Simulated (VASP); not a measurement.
A convergence study with VASP on CdTe (zinc blende): one setting is varied, all else stays as given below, so the limit is that of these other settings. Each run relaxes cell and ions from the cell shown. The basis is that of the starting cell, so low cut-offs carry a Pulay error.

```yaml
crystal:
  lattice:
    - [0.00000, 3.24000, 3.24000]
    - [3.24000, 0.00000, 3.24000]
    - [3.24000, 3.24000, 0.00000]
  atoms:
    - { symbol: Cd, position: [0.00000, 0.00000, 0.00000] }
    - { symbol: Te, position: [0.25000, 0.25000, 0.25000] }
```

Method: PBE GGA, VASP's PBE PAW potentials (set 64) (plane waves; VASP 6.6.1). The tightest run used: 700 eV cut-off, 6×6×6 Γ-centred mesh, Gaussian smearing of 0.050 eV, potentials Cd Te.

Gaps are read on the run's mesh, which can miss a band edge.

| setting | relaxed volume (Å³/atom) | E (eV/atom) | gap on the mesh (eV) | plane waves |
|---|---|---|---|---|
| ENCUT = 200 | 28.407 | -2.6463 | 1.321 | 447 |
| ENCUT = 250 | 33.550 | -2.3755 | 0.809 | 624 |
| ENCUT = 300 | 36.178 | -2.4013 | 0.580 | 821 |
| ENCUT = 350 | 36.147 | -2.3984 | 0.583 | 1020 |
| ENCUT = 400 | 36.012 | -2.3981 | 0.597 | 1258 |

### Question
These are the cheaper rows. Estimate the results at ENCUT = 700, and how far the last row shown lies from them.

### Answer

| quantity | tightest run | last row shown is off by |
|---|---|---|
| relaxed volume (Å³/atom) | 36.327 | -0.315 |
| E (eV/atom) | -2.4032 | 0.0051 |
| gap on the mesh (eV) | 0.574 | 0.023 |

Left out are rungs that failed or repeat a setting and relaxations that didn't move; long series are thinned to 24 rows.

The compound is CdTe in the zinc blende structure.
